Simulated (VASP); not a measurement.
VASP runs on ZnO (space group P6_3mc) share one base input (PBE GGA, plane waves, VASP's PBE PAW potentials (set 64)) and change the settings named in each case.

### KPOINTS
```
Automatic mesh
0
Gamma
11 11 6
0 0 0
```

**INCAR**
```
# general
SYSTEM  = ZnO
PREC    = Accurate
ENCUT   = 400
LREAL   = .FALSE.
LASPH   = .TRUE.

# electronic loop
EDIFF   = 1E-6
NELM    = 100
ALGO    = Normal
LMAXMIX = 4

# smearing
ISMEAR  = -1
SIGMA   = 0.05

# functional
GGA     = PE

# ions
ISIF    = 2

# output
LWAVE   = .FALSE.
LCHARG  = .FALSE.
```

### POSCAR
```
ZnO
1
    1.5957500000    -2.7639200000     0.0000000000
    1.5957500000     2.7639200000     0.0000000000
    0.0000000000     0.0000000000     5.1162200000
Zn O
2 2
Direct
  0.6666670000   0.3333330000   0.5000000000
  0.3333330000   0.6666670000   0.0000000000
  0.6666670000   0.3333330000   0.8820000000
  0.3333330000   0.6666670000   0.3820000000
```

POTCAR, in this order: Zn O (PBE.64 set). Program: vasp_std.

| change | E(σ→0) (eV/atom) | pressure (GPa) |
|---|---|---|
| base run | -4.4233 | 10.44 |
| GGA = PS | -4.8447 | … |
| KPOINTS 3×3×2 Γ-centred mesh | -4.3922 | 10.72 |
| LDAU = .TRUE., LDAUJ = 0 0, LDAUL = 2 -1, LDAUTYPE = 2, LDAUU = 7.0 0 | -4.4712 | … |

Task: What belongs in the gaps?

Result: 
- GGA = PS, pressure (GPa): 2.96
- LDAU = .TRUE., LDAUJ = 0 0, LDAUL = 2 -1, LDAUTYPE = 2, LDAUU = 7.0 0, pressure (GPa): -4.18

Energies of different potentials or functionals have different zeros.  At 400 eV the pressure can carry a Pulay error.

Left out are runs that ran out of time, are held back, or changed the cell or the kind of run, fixed moments of cells without a moment, rows past the twelfth, gaps on odd meshes, pressures of charged cells and columns that move by less than the noise.

The structure is a typed ZnO crystal (P6_3mc). The cell was not relaxed at this level, its lattice was scaled by up to 2.5 %.
